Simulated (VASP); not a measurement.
Energy against volume of Cr (bcc, AFM order). Computed with vdW-DF-cx, VASP's PBE PAW potentials (set 64) (plane waves; VASP). Settings: 520 eV cut-off, 13×13×13 Γ-centred mesh, first-order Methfessel-Paxton smearing of 0.10 eV, potentials Cr_pv.

```csv
V (Å³/atom),E (eV/atom)
10.482,-6.88144
10.816,-6.91228
11.151,-6.92255
11.485,-6.91507
```

Fit these four points and predict the energy of the run at 11.820 Å³/atom.

A cubic in V^(−2/3), the third-order Birch-Murnaghan form, passes through the four points with V0 = 11.17 Å³/atom and B0 = 281 GPa, and gives -6.8923 eV/atom there. The run gave -6.8923 eV/atom, -0.0 meV/atom from the fit; all five points give B0 = 281 GPa.

The compound is Cr in the bcc, AFM order structure. It was relaxed first, which changed the volume by -6 %.
